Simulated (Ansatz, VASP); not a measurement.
# Cross-check of Os (Osmium) between VASP and Ansatz

One calculation is typed for both programs; each brings its own data sets. How far apart do they land? Of the first pair: The structure shown is the end of the Ansatz relaxation below.

Method: plane waves, with VASP 6.6.1 beside it; single point at LDA and zone-centre phonons at LDA, in Ansatz 0.2.0.

## (1) The structure

Symmetry: P6_3/mmc, No. 194, hexagonal system. The conventional cell has a = 2.706 Å, b = 2.706 Å, c = 4.278 Å, α = 90.00°, β = 90.00°, γ = 120.00°. Nearest to Os lie 12 Os at 2.65 to 2.71 Å.

## (2) Ansatz: relaxation, LDA

Ansatz runs on its PAW soft_1 files.

This run makes the geometry at which the two programs are then compared.

The input, input.yaml:

```yaml
crystal:
  lattice:
    - [2.7020680175, 0.0, 0.0]
    - [-1.3510340087, 2.3400595459, 0.0]
    - [0.0, 0.0, 4.2895247419]
  atoms:
    - { symbol: Os, position: [0.3333333333, 0.6666666667, 0.25] }
    - { symbol: Os, position: [0.6666666667, 0.3333333333, 0.75] }
kpoints:
  mp_grid: { grid: [18, 18, 12] }
hamiltonian:
  xc: lda
  pseudopotentials: { kind: paw, azcp: { folder: soft_1 }, xc_functional: pbe }
scf:
  occupations: { method: methfessel_paxton, width: 0.2 }
output:
  forces: true
  stress: true
  eigenvalues: true
relax:
  adjacent_minimum: "off"
  f_tol: 0.001
  max_steps: 60
  cell: { stress_tol: 0.01, fix: [volume] }
```

Run with:

```bash
ansatz run input.yaml --threads 4 --pin off --max-ram 10240MiB --backend cpu --events-out ev --progress --plain --runs-dir out
```

Numbers of over 12 decimals in the logs are rounded to 6 here.

Output:

```text
Engine: ansatz 0.2.0, aarch64-unknown-linux-gnu
Pseudopotentials: kind: paw
Pseudopotential: Os, paw, valence charge 16, recommended cutoff 420 eV (normal), soft_1/Os.paw.azcp
Functional definition: SPW92
  exchange = slater_x
  correlation = pw_c
Crystal: 2 atoms, lattice volume = 27.123 Å³
Basis set: ecut = 420 eV, 537 PW (Γ)
Bands: 20, of which v1, the nominal top of the filled ones, is band 16 counted from 1 (15 counted from 0)
Symmetry: 24 space group operations
Space group: P63/mmc (ITA 194), of the structure as read, at distance tolerance 3.0e-5 Å
k-points: 259 of 3888
Non-local potential: Os, projectors of the file, l = 0: 3, l = 1: 2, l = 2: 2, l = 3: 1
PAW form: soft (Blöchl's): semilocal exchange-correlation on the pseudo side does not see the compensation charge
PAW frozen core: Os, regenerated for the run's functional, and the local potential with it (the file was generated under x = pbe(κ = 0.804, μ = 0.219515), c = pbe(β = 0.066725))
PAW one-centre angular grid: Os, 590 points (default); XC on 64 Gauss nodes
Initial density: superposition of atomic densities (chi_scale 0.1, normalization cell)
Initial wavefunctions: pseudopotential atomic-orbital guess
Functional: x = slater, c = lda
SCF iter   1: F=—  HF=-22239.390321 eV  |F-HF|=—  |Δ(HF+E_count)|=         —  Δρ=6.10e-2  dr2=8.20e-1  ethr=3.10e-3  ⟨swp⟩=4.8  Hψ=20216  notcnv=0
preconditioner: auto → none  [metal: Δε(μ)=0.027 eV  Ē_g=7.347 eV  σ=0.200 eV  W_gap=0.11  n_scr=8 (ndim 8)  ℏωp=28.5 eV  f_vac=0.000  D(μ)=1.18/eV (n_scr^D=8)  sad-step TF]
SCF iter   2: F=—  HF=-22239.158527 eV  |F-HF|=—  |Δ(HF+E_count)|=   2.32e-1  S|Δr|=    0.00e0  Δρ=3.44e-2  dr2=2.50e-1  ethr=2.56e-3  ⟨swp⟩=2.0  Hψ=8146  notcnv=0  defer=30
SCF iter   3: F=—  HF=-22239.066328 eV  |F-HF|=—  |Δ(HF+E_count)|=   9.22e-2  S|Δr|=    0.00e0  Δρ=1.79e-3  dr2=4.36e-4  ethr=7.80e-4  ⟨swp⟩=2.0  Hψ=8106  notcnv=0  defer=33
SCF iter   4: F=—  HF=-22239.066200 eV  |F-HF|=—  |Δ(HF+E_count)|=   1.28e-4  S|Δr|=    0.00e0  Δρ=2.58e-4  dr2=1.12e-5  ethr=1.36e-6  ⟨swp⟩=2.2  Hψ=8344  notcnv=0  defer=33
SCF iter   5: F=—  HF=-22239.066200 eV  |F-HF|=—  |Δ(HF+E_count)|=   2.72e-7  S|Δr|=    0.00e0  Δρ=5.56e-5  dr2=3.26e-7  ethr=3.51e-8  ⟨swp⟩=2.2  Hψ=7816  notcnv=0  defer=36
SCF iter   6: F=-22239.066200 eV  HF=-22239.066200 eV  |F-HF|=6.20e-9  |Δ(HF+E_count)|=   3.69e-8  S|Δr|=    0.00e0  Δρ=9.57e-6  dr2=1.46e-8  ethr=3.13e-10  ⟨swp⟩=5.4  Hψ=20559  notcnv=0
SCF 1 converged in 6 iterations: F = -22239.066200 eV  dr2 = 1.46e-8
  greatest PAW one-centre occupation: 1.000 electrons in one spin orbital (limit 2), on the Os atom at site 1 (counted from 0), in its partial waves of l = 0
relax step   1: F+E_penalty+E_count = -22239.06620039 eV  Δ(F+E_penalty+E_count) = +0.000e0 eV  max|allowed force component| = 9.714e-17 eV/Å  Δτ_max = 0.0000 Å  P = +4.544 GPa  Ω = 27.123 Å³  fix = [volume]  reactions: volume +4.544 GPa  (6 SCF iters, dr2 threshold 1.00e-7 eV, accepted)
[...]
relax step   2: F+E_penalty+E_count = -22239.06574573 eV  Δ(F+E_penalty+E_count) = +4.547e-4 eV  max|allowed force component| = 8.327e-17 eV/Å  Δτ_max = 0.0000 Å  P = +4.744 GPa  Ω = 27.123 Å³  energy of the carried Pulay correction = +4.423e-6 eV  fix = [volume]  (4 SCF iters, dr2 threshold 2.00e-7 eV, rejected (line search))
[...]
relax step   3: F+E_penalty+E_count = -22239.06680512 eV  Δ(F+E_penalty+E_count) = -6.047e-4 eV  max|allowed force component| = 1.480e-16 eV/Å  Δτ_max = 0.0000 Å  P = +4.618 GPa  Ω = 27.123 Å³  energy of the carried Pulay correction = +1.912e-6 eV  fix = [volume]  reactions: volume +4.618 GPa  (6 SCF iters, accepted)
[...]
relax step   4: F+E_penalty+E_count = -22239.06680514 eV  Δ(F+E_penalty+E_count) = -1.922e-8 eV  max|allowed force component| = 6.476e-17 eV/Å  Δτ_max = 0.0000 Å  P = +4.618 GPa  Ω = 27.123 Å³  energy of the carried Pulay correction = +1.898e-6 eV  fix = [volume]  reactions: volume +4.618 GPa  (2 SCF iters, dr2 threshold 4.20e-10 eV, accepted)
[...]
relax step   5: F+E_penalty+E_count = -22239.06680033 eV  Δ(F+E_penalty+E_count) = +4.807e-6 eV  max|allowed force component| = 7.401e-17 eV/Å  Δτ_max = 0.0000 Å  P = +4.619 GPa  Ω = 27.123 Å³  fix = [volume]  reactions: volume +4.619 GPa  stress off target by 4.34e-4 GPa on what of the cell is left free  SCF on the basis re-selected at this cell (its energy is not comparable with the rows above)  (4 SCF iters)
basis re-selected at this cell: Δ(F+E_penalty+E_count) = +4.807e-6 eV, ΔP = +0.001 GPa vs the last step (what re-selecting the basis moved, of the pressure what is left beyond the Pulay correction that the steps carried, after the strain that the cell walked since its last selection, with what the two solves' SCF thresholds leave and, on support functions, any second-order correction that the steps lacked; it is no m [...]
SCF converged after 4 iterations
Stability not checked: this state was not tested for a lower state beside it, because cold or Methfessel-Paxton smearing, or corrected tetrahedra, fill the levels in a way that the test cannot read (fill_not_monotonic; see scf.lower_state_search)
Free energy (F): -22239.066800 eV
Harris-Foulkes:  -22239.066800 eV  (|F-HF|=7.28e-12)
Internal energy: -22239.067023 eV  (E = F + TS)
E sigma→0 (E₀):  -22239.066856 eV
Entropy (-TS):   0.000223 eV (0.111 meV/atom)
Fermi energy:    26.619430 eV
--- Per-component energies (eV) ---
  E_band       = -113.482243
  E_kinetic    = 988.928778
  E_local      = -1776.332920  (includes V_loc(G=0)·N_el)
  E_nonlocal   = 406.028750
  E_hartree    = 637.069536
  E_xc         = -467.030888
  E_vxc        = -494.765933  (∫ρ·V_xc dr)
  E_paw        = -17564.577573  (= ΣΔE_a)
  E_vpaw       = -511.480850  (= ΣTr[D̂ρ^β])
  E_aug_tail   = 0.000859  (compensation charges beyond the density's cutoff)
  E_ewald      = -4463.879210
  E_core_change = 0.725646  (= ΣΔE_core)
  E_smearing   = 0.000223  (= −TS)
  E_closure    = 0.000000  (closes the sum)
  Σ components = -22239.066800   (vs F -22239.066800, Δ=0.00e0)
--- Forces (eV/Å), atoms counted from 1 ---
  atom   1  Os     0.00000000     0.00000000     0.00000000
  atom   2  Os    -0.00000000    -0.00000000     0.00000000
  max |Σ_I F_I| component: 3.70e-17 eV/Å
--- Stress (GPa, compression-positive) ---
        4.618718       0.000000       0.000000
       -0.000000       4.618718       0.000000
        0.000000       0.000000       4.618068
  P = ⅓ Tr σ = 4.6185 GPa (46.185 kbar)
--- Band table (eV; the first three rows and the last of 259) ---
  k-point 0: bands = [... 12 lower, 23.6693, 24.2941, 24.2941, 24.9901, 24.9901, 26.7222, 28.3938, 28.3938]
  k-point 1: bands = [... 12 lower, 23.6160, 24.2331, 24.2331, 25.1323, 25.1323, 26.4167, 28.4090, 28.4090]
  k-point 2: bands = [... 12 lower, 23.4669, 24.0682, 24.0682, 25.4957, 25.4957, 25.6538, 28.4297, 28.4297]
  k-point 258: bands = [... 12 lower, 23.0904, 23.0904, 25.1776, 25.1776, 28.3276, 28.3276, 35.3082, 35.3082]
--- Relaxed structure (4 steps of the walk, 3 accepted, 1 SCFs on fresh bases) ---
  F+E_penalty+E_count = -22239.06680033 eV   max|allowed force component| = 7.401e-17 eV/Å   (the final SCF, on the basis selected at the relaxed cell)
  cell:  # Å, volume = 27.1227 Å³
    - [2.705732, -2.8906676830218806e-11, 0.0]
    - [-1.352866, 2.343233, 0.0]
    - [0.0, 0.0, 4.277915]
  atoms:
    - { symbol: Os, position: [0.333333, 0.666667, 0.25] }
    - { symbol: Os, position: [0.666667, 0.333333, 0.750000] }
```

## (3) VASP: single point, LDA

The same cell, functional (in two slightly different forms), mesh and smearing now go to VASP, with its own data sets.

Lines of VASP's logs that name or quote its potential files are left out, and so is its time.

The input, INCAR:

```
SYSTEM = Os
PREC = Accurate
ENCUT = 600
EDIFF = 1E-06
NELM = 120
ISMEAR = 1
SIGMA = 0.2
LREAL = .FALSE.
ALGO = Normal
GGA = CA
NBANDS = 14
LASPH = .TRUE.
LORBIT = 11
LWAVE = .FALSE.
LCHARG = .FALSE.
ISIF = 2
GGA_COMPAT = .FALSE.
KPAR = 2
```

The input, POSCAR:

```
Os
1.0
    2.7057321445      0.0000000000      0.0000000000
   -1.3528660722      2.3432327730      0.0000000000
    0.0000000000      0.0000000000      4.2779147819
Os
2
Direct
    0.3333333333      0.6666666667      0.2500000000
    0.6666666667      0.3333333333      0.7500000000
```

The input, KPOINTS:

```
Automatic mesh
0
Gamma
18 18 12
0 0 0
```

The projector-augmented-wave data sets are Os (LDA family, release 64).

Run with:

```bash
mpirun -np 2 vasp_std
```

Output:

```text
[banner, memory and clock lines left out]
running    2 mpi-ranks, on    1 nodes
 distrk:  each k-point on    1 cores,    2 groups
 distr:  one band on    1 cores,    1 groups

 POSCAR found type information on POSCAR Os
 POSCAR found :  1 types and       2 ions
 LDA part: xc-table for (Slater(with rela. corr.)+CA(PZ))
 , standard interpolation
 POSCAR, INCAR and KPOINTS ok, starting setup
 FFT: planning ... GRIDC
 FFT: planning ... GRID_SOFT
 FFT: planning ... GRID
 WAVECAR not read
 entering main loop
       N       E                     dE             d eps       ncg     rms          rms(c)
DAV:   1     0.112747418608E+03    0.11275E+03   -0.82725E+03  7252   0.123E+03
DAV:   2    -0.208970845274E+02   -0.13364E+03   -0.11823E+03  7504   0.362E+02
DAV:   3    -0.268150585489E+02   -0.59180E+01   -0.56106E+01  9394   0.671E+01
DAV:   4    -0.268751305750E+02   -0.60072E-01   -0.59874E-01  7930   0.690E+00
DAV:   5    -0.268754358628E+02   -0.30529E-03   -0.30527E-03  9408   0.449E-01    0.348E+01
DAV:   6    -0.256582123945E+02    0.12172E+01   -0.11106E+00  8926   0.944E+00    0.156E+01
DAV:   7    -0.253149513238E+02    0.34326E+00   -0.70112E-01  9136   0.732E+00    0.905E-01
DAV:   8    -0.253062954120E+02    0.86559E-02   -0.71626E-03  7426   0.669E-01    0.361E-01
DAV:   9    -0.253043266480E+02    0.19688E-02   -0.15491E-03  8668   0.403E-01    0.516E-02
DAV:  10    -0.253043332487E+02   -0.66008E-05   -0.25845E-05  8920   0.400E-02    0.144E-02
DAV:  11    -0.253043263952E+02    0.68535E-05   -0.20175E-06  7004   0.175E-02    0.134E-03
DAV:  12    -0.253043263117E+02    0.83583E-07   -0.13729E-07  4250   0.314E-03
   1 F= -.25304326E+02 E0= -.25304385E+02  d E =0.177505E-03
```

Parts of OUTCAR (step 3):

```text
ion  position               nearest neighbor table
   1  0.333  0.667  0.250-   2 2.65   2 2.65   2 2.65   2 2.65   2 2.65   2 2.65
   2  0.667  0.333  0.750-   1 2.65   1 2.65   1 2.65   1 2.65   1 2.65   1 2.65

  LATTYP: Found a hexagonal cell.
 ALAT       =     2.7057321445
 C/A-ratio  =     1.5810562737

 Subroutine GETGRP returns: Found 24 space group operations
 (whereof 12 operations were pure point group operations)

The static configuration has the point symmetry D_3d.
 The point group associated with its full space group is D_6h.

 Found    259 irreducible k-points:

   k-points           NKPTS =    259   k-points in BZ     NKDIM =    259   number of bands    NBANDS=     14

   dimension x,y,z NGX =    24 NGY =   24 NGZ =   36
   dimension x,y,z NGXF=    48 NGYF=   48 NGZF=   72

   ENCUT  =  600.0 eV  44.10 Ry    6.64 a.u.   5.40  5.40  8.54*2*pi/ulx,y,z

   NELECT =      16.0000    total number of electrons

 k-points in reciprocal lattice and weights: Automatic mesh
   0.00000000  0.00000000  0.00000000       0.000
   0.05555556 -0.00000000  0.00000000       0.002
   0.11111111 -0.00000000  0.00000000       0.002
   0.16666667 -0.00000000  0.00000000       0.002
   0.22222222 -0.00000000  0.00000000       0.002
   0.27777778  0.00000000  0.00000000       0.002
   0.33333333  0.00000000  0.00000000       0.002
   0.38888889  0.00000000  0.00000000       0.002
   0.44444444 -0.00000000  0.00000000       0.002
[...]
0.33333333  0.27777778  0.50000000       0.003
   0.33333333  0.33333333  0.50000000       0.001

 average (electrostatic) potential at core
       1 -43.0713       2 -43.0713

 E-fermi :   9.8710

 k-point     1 :       0.0000    0.0000    0.0000
  band No.  band energies     occupation
    ...
      5       6.9176      2.00000
      6       7.5436      2.00000
      7       7.5436      2.00000
      8       8.2369      2.00000
      9       8.2369      2.00000
     10      10.0204      0.04960
     11      11.6325     -0.00000
     12      11.6325     -0.00000
     13      19.3206      0.00000
     14      23.9842      0.00000

 k-point     2 :       0.0556   -0.0000    0.0000
  band No.  band energies     occupation
    ...
      6       7.4640      2.00000
      7       7.6516      2.00000
      8       8.0800      2.00000
      9       8.1417      2.00000
     10       9.3609      2.00184
     11      11.7001     -0.00000
     12      12.4803     -0.00000
     13      19.3143      0.00000
     14      24.2598      0.00000

 k-point     3 :       0.1111   -0.0000    0.0000
  band No.  band energies     occupation
    ...
      6       7.4646      2.00000
      7       7.5952      2.00000
      8       7.8897      2.00000
      9       7.9707      2.00000
     10       8.6598      2.00000
     11      11.8717     -0.00000
     12      13.8992      0.00000
     13      19.2713      0.00000
     14      25.0164      0.00000

  Total        1.0115010      1.0115010      0.9872845      0.0000000     -0.0000000     -0.0000000
  in kB       59.7509101     59.7509101     58.3204075      0.0000000     -0.0000000     -0.0000000
  external PRESSURE =      59.2740759 kB  Pullay stress =       0.0000000 kB

  energy-cutoff  :      600.00
  volume of cell :       27.12
      direct lattice vectors                 reciprocal lattice vectors
     2.705732145  0.000000000  0.000000000     0.369585734  0.213380423  0.000000000
    -1.352866072  2.343232773  0.000000000     0.000000000  0.426760846  0.000000000
     0.000000000  0.000000000  4.277914782     0.000000000  0.000000000  0.233758747

 POSITION                                       TOTAL-FORCE (eV/Angst)
 -----------------------------------------------------------------------------------
     -0.00000      1.56216      1.06948         0.000000      0.000000      0.000000
      1.35287      0.78108      3.20844        -0.000000      0.000000      0.000000
 -----------------------------------------------------------------------------------
    total drift:                                0.000000     -0.000000     -0.000000

  FREE ENERGIE OF THE ION-ELECTRON SYSTEM (eV)
  ---------------------------------------------------
  free  energy   TOTEN  =       -25.3043263117 eV

  energy  without entropy=      -25.3045038162  energy(sigma->0) =      -25.30438548

 total charge
# of ion       s       p       d       tot
------------------------------------------
    1        0.681   0.820   6.271   7.772
    2        0.681   0.820   6.271   7.772
--------------------------------------------------
tot          1.362   1.640  12.543  15.544

[... 3 further parts left out ...]
```

The run ends at a pressure of 5.93 GPa.

## (4) Comparison

Known differences besides the potentials themselves: the two LDA forms differ slightly; the data sets hold 32 valence electrons in Ansatz (on its PAW soft_1 files) and 16 in VASP; the cutoff is 420 eV in Ansatz and 600 eV in VASP; VASP's log shows a relativistic correction to its local exchange, Ansatz's none; Ansatz's pressure holds a Pulay correction, VASP's none. Total energies have different zeros and are not compared.

Both answers:

```
      quantity  Ansatz  VASP  difference
pressure (GPa)    4.62  5.93       -1.31
```

[end of part 1 of 2]

[Lines on the potential files, build, host, timing and source positions are cut from VASP's logs without a mark.]

[Logs are printed without paths, hosts, clocks, repeated set-up lines and the standing remarks that a program may print on its own settings, such as how far it seeks lower states.]

[Hosts, paths, dates, database ids (printed as entryN), source tags and the programs' standing remarks are cut or masked in the printed files.]
